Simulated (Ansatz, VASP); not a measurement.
# Si17B22O67 (amorphous 61SiO2-39B2O3 (mol %)) in two plane-wave programs

Wanted: the spread between two codes on one cell, functional and k mesh. The cell is taken from a series of runs on this material, whose earlier steps may have relaxed, scaled, displaced or heated it; both programs get it as it stands.

Program: Ansatz 0.2.0. Level of theory: plane waves, with VASP 6.6.1 beside it; single point at PBE. Results are calculated unless marked as measured.

## (1) The starting structure

The cell holds 106 atoms: 17 Si, 22 B and 67 O. Its edges and angles: a = 11.360 Å, b = 11.360 Å, c = 11.360 Å, α = 90.0°, β = 90.0°, γ = 90.0°. As first built, before any earlier steps moved the atoms (in the runner's words): 106 atoms (17 Si, 22 B, 67 O) placed at random at 2.02 g/cm^3, melted at 4000 K for 10 ps at fixed volume with the Buckingham and Coulomb pair potential of Guillot and Sator (Geochim. Cosmochim. Acta 71, 1249 (2007)) with the boron terms of Wang et al. (J. Non-Cryst. Solids 498, 294 (2018)). Quenched from 4000 K to 300 K at 100 K/ps and fixed volume, held 5 ps, then minimised at fixed cell.

## (2) VASP: single point, PBE, pair 1

A single point gives forces, pressure and levels at one fixed geometry, so differences don't come from the geometry; what else differs is listed under the comparison.

Lines of VASP's logs that name or quote its potential files are left out, and so is its time.

File INCAR:

```
SYSTEM = Si17B22O67
PREC = Accurate
ENCUT = 520
EDIFF = 1E-06
NELM = 120
ISMEAR = -1
SIGMA = 0.025
LREAL = Auto
ALGO = Normal
GGA = PE
NBANDS = 344
LORBIT = 11
LWAVE = .FALSE.
LCHARG = .FALSE.
ISIF = 2
LASPH = .TRUE.
GGA_COMPAT = .FALSE.
EFERMI = MIDGAP
NCORE = 2
```

File POSCAR:

```
Si17B22O67
1.0
   11.3595000000      0.0000000000      0.0000000000
    0.0000000000     11.3595000000      0.0000000000
    0.0000000000      0.0000000000     11.3595000000
Si B O
17 22 67
Direct
    0.0000700000      0.9274400000      0.2780200000
    0.0503900000      0.6625100000      0.3202300000
    0.9628600000      0.4758600000      0.5151500000
    0.2804300000      0.3927700000      0.7311800000
    0.7059800000      0.2421300000      0.4901300000
    0.5562600000      0.3195500000      0.7116000000
    0.4745000000      0.9305500000      0.6474600000
    0.5417100000      0.8370800000      0.2662500000
    0.3601100000      0.4370800000      0.1832900000
    0.2057200000      0.3285400000      0.9991600000
    0.4053200000      0.0057100000      0.4102300000
    0.5943400000      0.5881300000      0.7545400000
    0.1241600000      0.5919300000      0.6994800000
    0.0715900000      0.9210500000      0.0081800000
    0.7873200000      0.1761600000      0.1135300000
    0.7378100000      0.0206800000      0.3145200000
    0.4979300000      0.9230900000      0.9970400000
    0.4578600000      0.2260400000      0.2762700000
    0.9130700000      0.9223900000      0.8062700000
    0.6886100000      0.6472400000      0.2980500000
    0.7219900000      0.2169700000      0.8631200000
    0.6780300000      0.3413100000      0.2681400000
    0.4462000000      0.6854300000      0.5652400000
    0.7373200000      0.4744400000      0.4516400000
    0.2862000000      0.0806300000      0.0100000000
    0.3082600000      0.6100700000      0.3740600000
    0.1684300000      0.6891200000      0.9212100000
    0.8838400000      0.2200000000      0.6814900000
    0.7391600000      0.6146100000      0.9535900000
    0.4072000000      0.6931100000      0.9002200000
[... 70 atom lines left out ...]
    0.0315300000      0.5033800000      0.6367400000
    0.7210000000      0.0674500000      0.1787600000
    0.2705200000      0.0250700000      0.4569000000
    0.0733000000      0.2944300000      0.0434900000
    0.9753300000      0.8670600000      0.7149600000
    0.8770600000      0.9863300000      0.3218700000
```

File KPOINTS:

```
Automatic mesh
0
Gamma
1 1 1
0 0 0
```

The projector-augmented-wave data sets are Si, B and O (PBE family, release 64).

Started as:

```bash
mpirun -np 8 vasp_gam
```

Numbers of over 12 decimals in the logs are rounded to 6 here.

The log of the run:

```text
[banner, memory and clock lines left out]
running    8 mpi-ranks, on    1 nodes
[...]
LDA part: xc-table for (Slater+PW92), standard interpolation
 POSCAR, INCAR and KPOINTS ok, starting setup
[...]
entering main loop
       N       E                     dE             d eps       ncg     rms          rms(c)
DAV:   1     0.488122615560E+04    0.48812E+04   -0.31841E+05   712   0.152E+03
DAV:   2    -0.477250404060E+03   -0.53585E+04   -0.51593E+04   840   0.376E+02
DAV:   3    -0.919580266757E+03   -0.44233E+03   -0.43867E+03   816   0.114E+02
DAV:   4    -0.928788621265E+03   -0.92084E+01   -0.91675E+01   816   0.177E+01
[...]
DAV:  18    -0.832801007247E+03    0.30603E-06   -0.10412E-05   800   0.701E-03    0.510E-03
DAV:  19    -0.832801006201E+03    0.10466E-05   -0.25312E-06   600   0.618E-03    0.224E-03
DAV:  20    -0.832801005993E+03    0.20829E-06   -0.13304E-06   544   0.339E-03
   1 F= -.83280101E+03 E0= -.83280101E+03  d E =0.000000E+00
```

OUTCAR, selected parts (step 2):

```text
  FREE ENERGIE OF THE ION-ELECTRON SYSTEM (eV)
  ---------------------------------------------------
  free  energy   TOTEN  =      -832.8010059925 eV

  energy  without entropy=     -832.8010059925  energy(sigma->0) =     -832.80100599
```

The run ends at a pressure of -5.33 GPa, with forces up to 3.9 eV/Å.

## (3) Ansatz: single point, PBE, pair 1

Ansatz runs on its default PAW (the set named soft_2) files.

The same cell, functional, mesh and smearing now go to Ansatz, which takes its cutoff from its data sets.

File input.yaml:

```yaml
crystal:
  lattice:
    - [11.3595, 0.0, 0.0]
    - [0.0, 11.3595, 0.0]
    - [0.0, 0.0, 11.3595]
  atoms:
    - { symbol: Si, position: [7.0e-05, 0.92744, 0.27802] }
    - { symbol: Si, position: [0.05039, 0.66251, 0.32023] }
    - { symbol: Si, position: [0.96286, 0.47586, 0.51515] }
    - { symbol: Si, position: [0.28043, 0.39277, 0.73118] }
    - { symbol: Si, position: [0.70598, 0.24213, 0.49013] }
    - { symbol: Si, position: [0.55626, 0.31955, 0.7116] }
    - { symbol: Si, position: [0.4745, 0.93055, 0.64746] }
    - { symbol: Si, position: [0.54171, 0.83708, 0.26625] }
    - { symbol: Si, position: [0.36011, 0.43708, 0.18329] }
    - { symbol: Si, position: [0.20572, 0.32854, 0.99916] }
    - { symbol: Si, position: [0.40532, 0.00571, 0.41023] }
    - { symbol: Si, position: [0.59434, 0.58813, 0.75454] }
    - { symbol: Si, position: [0.12416, 0.59193, 0.69948] }
    - { symbol: Si, position: [0.07159, 0.92105, 0.00818] }
    - { symbol: Si, position: [0.78732, 0.17616, 0.11353] }
    - { symbol: Si, position: [0.73781, 0.02068, 0.31452] }
    - { symbol: Si, position: [0.49793, 0.92309, 0.99704] }
    - { symbol: B, position: [0.45786, 0.22604, 0.27627] }
    - { symbol: B, position: [0.91307, 0.92239, 0.80627] }
    - { symbol: B, position: [0.68861, 0.64724, 0.29805] }
    - { symbol: B, position: [0.72199, 0.21697, 0.86312] }
    - { symbol: B, position: [0.67803, 0.34131, 0.26814] }
    - { symbol: B, position: [0.4462, 0.68543, 0.56524] }
    - { symbol: B, position: [0.73732, 0.47444, 0.45164] }
    - { symbol: B, position: [0.2862, 0.08063, 0.01] }
    - { symbol: B, position: [0.30826, 0.61007, 0.37406] }
    - { symbol: B, position: [0.16843, 0.68912, 0.92121] }
    - { symbol: B, position: [0.88384, 0.22, 0.68149] }
    - { symbol: B, position: [0.73916, 0.61461, 0.95359] }
    - { symbol: B, position: [0.4072, 0.69311, 0.90022] }
[... 70 atom lines left out ...]
    - { symbol: O, position: [0.03153, 0.50338, 0.63674] }
    - { symbol: O, position: [0.721, 0.06745, 0.17876] }
    - { symbol: O, position: [0.27052, 0.02507, 0.4569] }
    - { symbol: O, position: [0.0733, 0.29443, 0.04349] }
    - { symbol: O, position: [0.97533, 0.86706, 0.71496] }
    - { symbol: O, position: [0.87706, 0.98633, 0.32187] }
kpoints:
  mp_grid: { grid: [1, 1, 1] }
hamiltonian:
  xc: pbe
scf:
  occupations: { method: fermi_dirac, width: 0.025 }
output:
  forces: true
```

Started as:

```bash
ansatz run input.yaml --threads 4 --pin off --max-ram 8192MiB --backend cpu --events-out ev --progress --plain --runs-dir out
```

The log of the run:

```text
Engine: ansatz 0.2.0, aarch64-unknown-linux-gnu
Pseudopotentials: kind: paw
Pseudopotential: Si, paw, valence charge 4, recommended cutoff 420 eV (normal), Si.paw.azcp
Pseudopotential: B, paw, valence charge 3, recommended cutoff 420 eV (normal), B.paw.azcp
Pseudopotential: O, paw, valence charge 6, recommended cutoff 420 eV (normal), O.paw.azcp
Functional definition: PBE
  parameter kappa = 0.804
  parameter beta = 0.066725
  exchange = pbe_x(kappa = kappa, mu = beta*pi^2/3)
  correlation = pbe_c(beta = beta)
Crystal: 106 atoms, lattice volume = 1465.810 Å³
Basis set: ecut = 420 eV, 28545 PW (Γ), exchange–correlation on 160×160×160 points (8 copies of the dense FFT grid, shifted against one another)
Bands: 374, of which v1, the nominal top of the filled ones, is band 268 counted from 1 (267 counted from 0)
Symmetry: 1 space group operations
Space group: P1 (ITA 1), of the structure as read, at distance tolerance 1.1e-4 Å
k-points: 1
Non-local potential: Si, projectors of the file, l = 0: 2, l = 1: 2, l = 2: 2
Non-local potential: B, projectors of the file, l = 0: 2, l = 1: 2, l = 2: 1
Non-local potential: O, projectors of the file, l = 0: 2, l = 1: 2, l = 2: 1
PAW form: soft (Blöchl's): semilocal exchange-correlation on the pseudo side does not see the compensation charge
PAW one-centre angular grid: Si, 110 points (default); XC on 64 Gauss nodes
PAW one-centre angular grid: B, 110 points (default); XC on 64 Gauss nodes
PAW one-centre angular grid: O, 110 points (default); XC on 64 Gauss nodes
Initial density: superposition of atomic densities (neutral atoms: chi_scale 0, normalization atom), corrected by the library's trained network
Initial wavefunctions: pseudopotential atomic-orbital guess
Functional: x = pbe(κ = 0.804, μ = 0.219515), c = pbe(β = 0.066725)
SCF iter   1: F=—  HF=-52350.837908 eV  |F-HF|=—  |Δ(HF+E_count)|=         —  Δρ=3.11e-3  dr2=1.57e-1  ethr=1.77e-3  ⟨swp⟩=7.0  Hψ=1862  notcnv=0  defer=58
preconditioner: auto → Resta (q_TF=auto, 2.307 Å⁻¹)  ε∞=2.9  [insulator: Δε(μ)=4.078 eV  Ē_g=16.223 eV  σ=0.025 eV  W_gap=1.00  n_scr=304 (ndim 8)  ℏωp=22.5 eV  f_vac=0.238  D(μ)=0.00/eV (n_scr^D=0)  ε∞_Penn≈2.9]
SCF iter   2: F=—  HF=-52350.814193 eV  |F-HF|=—  |Δ(HF+E_count)|=   2.37e-2  Δρ=1.44e-3  dr2=2.91e-2  ethr=2.93e-5  ⟨swp⟩=3.0  Hψ=637  notcnv=0  defer=102
SCF iter   3: F=—  HF=-52350.815769 eV  |F-HF|=—  |Δ(HF+E_count)|=   1.58e-3  Δρ=5.70e-4  dr2=6.96e-3  ethr=5.42e-6  ⟨swp⟩=2.0  Hψ=477  notcnv=0  defer=39
automatic band count: iteration 3 solves 311 bands in place of 374: the levels show a gap, and the empty bands left out lie too high to hold charge; the band table lists the bands solved (type scf.n_extra_bands for more)
SCF iter   4: F=—  HF=-52350.815511 eV  |F-HF|=—  |Δ(HF+E_count)|=   2.58e-4  Δρ=1.69e-4  dr2=6.27e-4  ethr=1.30e-6  ⟨swp⟩=2.0  Hψ=477  notcnv=0  defer=39
SCF iter   5: F=—  HF=-52350.815429 eV  |F-HF|=—  |Δ(HF+E_count)|=   8.24e-5  Δρ=1.19e-4  dr2=1.65e-4  ethr=1.17e-7  ⟨swp⟩=2.0  Hψ=540  notcnv=0  defer=39
SCF iter   6: F=—  HF=-52350.815383 eV  |F-HF|=—  |Δ(HF+E_count)|=   4.58e-5  Δρ=2.93e-5  dr2=1.34e-5  ethr=3.07e-8  ⟨swp⟩=2.0  Hψ=540  notcnv=0  defer=39
SCF iter   7: F=—  HF=-52350.813666 eV  |F-HF|=—  |Δ(HF+E_count)|=   1.72e-3  Δρ=1.01e-5  dr2=1.48e-6  ethr=2.49e-9  ⟨swp⟩=2.0  Hψ=578  notcnv=0  defer=39
SCF iter   8: F=—  HF=-52350.813666 eV  |F-HF|=—  |Δ(HF+E_count)|=   4.37e-7  Δρ=5.42e-6  dr2=3.59e-7  ethr=2.77e-10  ⟨swp⟩=2.0  Hψ=539  notcnv=0  defer=39
SCF iter   9: F=-52350.813666 eV  HF=-52350.813666 eV  |F-HF|=1.92e-8  |Δ(HF+E_count)|=   1.18e-7  Δρ=1.15e-6  dr2=2.60e-8  ethr=1.87e-11  ⟨swp⟩=5.0  Hψ=1053  notcnv=0
SCF 1 converged in 9 iterations: F = -52350.813666 eV  dr2 = 2.60e-8
  greatest PAW one-centre occupation: 0.863 electrons in one spin orbital (limit 2), on the O atom at site 77 (counted from 0), in its partial waves of l = 0
SCF converged after 9 iterations
Free energy (F): -52350.813666 eV
Harris-Foulkes:  -52350.813666 eV  (|F-HF|=1.92e-8)
Internal energy: -52350.813666 eV  (E = F + TS)
E sigma→0 (E₀):  -52350.813666 eV
Fermi energy:    3.900554 eV
--- Per-component energies (eV) ---
  E_band       = -3427.132893
  E_kinetic    = 13640.142965
  E_local      = -41619.244920  (includes V_loc(G=0)·N_el)
  E_nonlocal   = 3870.733499
  E_hartree    = 15571.988127
  E_xc         = -6552.082114
  E_vxc        = -7893.983975  (∫ρ·V_xc dr)
  E_paw        = -21101.535347  (= ΣΔE_a)
  E_vpaw       = -2568.935657  (= ΣTr[D̂ρ^β])
  E_aug_tail   = 0.172275  (compensation charges beyond the density's cutoff)
  E_ewald      = -16160.988151
  E_smearing   = -0.000000  (= −TS)
  E_closure    = -0.000000  (closes the sum)
  Σ components = -52350.813666   (vs F -52350.813666, Δ=0.00e0)
--- Forces (eV/Å), atoms counted from 1 ---
  atom   1  Si     0.35598147     0.03545903     0.03749471
  atom   2  Si    -0.40349048     0.05159254     0.32062497
  atom   3  Si     0.86216100     0.45936577    -1.62032138
  atom   4  Si    -0.72183878    -0.93202590     0.50300601
  atom   5  Si     0.54498927    -1.54191975     1.61128207
  atom   6  Si     0.64988796     0.82723934     0.27244523
  atom   7  Si    -0.60828886    -0.80281388    -0.02867519
  atom   8  Si     0.81651318     1.05139913    -0.57669520
  atom   9  Si     1.07425696    -0.63120696     0.26184631
  atom  10  Si     0.46178619    -1.14855984     0.53597441
  atom  11  Si    -0.02959131     0.79890515    -0.49677346
  atom  12  Si    -1.69083301    -0.12247679     1.02766547
  atom  13  Si     0.10497177     0.91697903     0.63015180
  atom  14  Si     0.82687849    -0.51645780    -0.49130494
  atom  15  Si     0.13808588     1.23263735     1.41782904
  atom  16  Si     0.28328658     0.02760761    -1.16533170
  atom  17  Si    -1.16658685    -1.30947683    -0.06414193
  atom  18  B      1.47197020     1.67341897     0.21150391
  atom  19  B      0.76800968    -0.51833640     0.43392799
  atom  20  B      1.08867721    -0.60672179    -1.21549620
  atom  21  B      0.71462198     0.35680309    -0.66907235
  atom  22  B     -1.81086589    -0.23639680    -3.47747526
  atom  23  B      0.01472218     0.97668280     0.21397529
  atom  24  B      1.18639103     2.75303999    -1.23965345
[...]
atom  99  O      0.04313991     0.25844375    -0.17292080
  atom 100  O      0.36849900    -0.22098377    -0.47713723
  atom 101  O     -0.57877629    -0.33184007     0.18575851
  atom 102  O     -0.25123273    -0.47219841    -0.50654978
  atom 103  O     -0.75442219     0.29717180    -0.18408593
  atom 104  O     -0.61981299    -0.09652045     0.00293502
  atom 105  O     -0.75605664    -0.25930998    -0.46528536
  atom 106  O      0.06800942    -0.26404488     0.50210109
  max |Σ_I F_I| component: 3.15e-5 eV/Å
```

The column dr2 measures how far the density is from self-consistency, as an energy; F and HF (Harris–Foulkes) agree once it is small.

## (4) Comparison

Known differences besides the potentials themselves: the cutoff is 420 eV in Ansatz and 520 eV in VASP (PREC = Accurate, projectors in real space). Total energies have different zeros and are not compared.

The two programs side by side:

```tsv
quantity	Ansatz	VASP	difference
gap on the k mesh (eV)	4.003	4.008	-0.005
```

Forces on 9 of the 106 atoms, those with the largest forces and the largest differences (eV/Å; atoms numbered as in POSCAR):

```tsv
atom	Ansatz x, y, z	VASP x, y, z
Si5	0.545, -1.542, 1.611	0.540, -1.545, 1.580
Si15	0.138, 1.233, 1.418	0.121, 1.225, 1.351
B18	1.472, 1.673, 0.211	1.463, 1.626, 0.210
B19	0.768, -0.518, 0.434	0.715, -0.496, 0.416
B22	-1.811, -0.236, -3.477	-1.793, -0.226, -3.421
B24	1.186, 2.753, -1.240	1.138, 2.791, -1.215
B27	1.167, 1.644, -1.107	1.156, 1.628, -1.051
B29	-1.103, -0.863, 2.043	-1.075, -0.851, 2.025
B37	0.400, 0.958, 1.959	0.398, 0.965, 1.916
```

The forces differ by 17 meV/Å r.m.s., which is 2.6 % of the r.m.s. force of 0.656 eV/Å (both taken over all components). A gap on the mesh is an upper bound, since the band edges may lie between its points.

[end of part 1 of 2]

[Lines on the potential files, build, host, timing and source positions are cut from VASP's logs without a mark.]

[Logs are printed without paths, hosts, clocks, repeated set-up lines and the standing remarks that a program may print on its own settings, such as how far it seeks lower states.]

[Hosts, paths, dates, database ids (printed as entryN), source tags and the programs' standing remarks are cut or masked in the printed files.]
